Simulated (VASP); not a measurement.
```xyz
12
Lattice="3.1453 0.0000 0.0000 0.0000 3.1453 0.0000 0.0000 0.0000 28.2711" Properties=species:S:1:pos:R:3 pbc="T T T"
Nb     0.0000     1.5727     8.5754
Nb     1.5727     0.0000    10.7994
Nb     0.0000     1.5727    13.0235
Nb     1.5727     0.0000    15.2476
Nb     0.0000     1.5727    17.4716
Nb     1.5727     0.0000    19.6957
C      0.0000     1.5727    10.7994
C      1.5727     0.0000     8.5754
C      0.0000     1.5727    15.2476
C      1.5727     0.0000    13.0235
C      0.0000     1.5727    19.6957
C      1.5727     0.0000    17.4716
```

All values below come from PBEsol GGA, VASP's PBE PAW potentials (set 64) (plane waves; VASP). Run with PREC = Normal, EDIFF = 1E-5, 450 eV cut-off, 9×9×1 Γ-centred mesh, first-order Methfessel-Paxton smearing of 0.10 eV, potentials Nb_sv C.

Problem. The ions are relaxed. Predict the relaxed structure.

Solution. 
```xyz
12
Lattice="3.1453 0.0000 0.0000 0.0000 3.1453 0.0000 0.0000 0.0000 28.2711" Properties=species:S:1:pos:R:3 pbc="T T T"
Nb     0.0000     1.5727     8.7174
Nb     1.5727     3.1453    10.8342
Nb     0.0000     1.5727    12.9987
Nb     1.5727     0.0000    15.2724
Nb     0.0000     1.5727    17.4369
Nb     1.5727     3.1453    19.5536
C      0.0000     1.5727    10.7817
C      1.5727     0.0000     8.5360
C      0.0000     1.5727    15.2274
C      1.5727     0.0000    13.0436
C      0.0000     1.5727    19.7350
C      1.5727     0.0000    17.4894
```

Problem. How much energy does the relaxation gain?

Solution. The energy (σ→0) changes by -42.0 meV/atom, in 13 ionic steps.

The cell is a thin slab with vacuum, built from NbC (rock salt): (100) face.
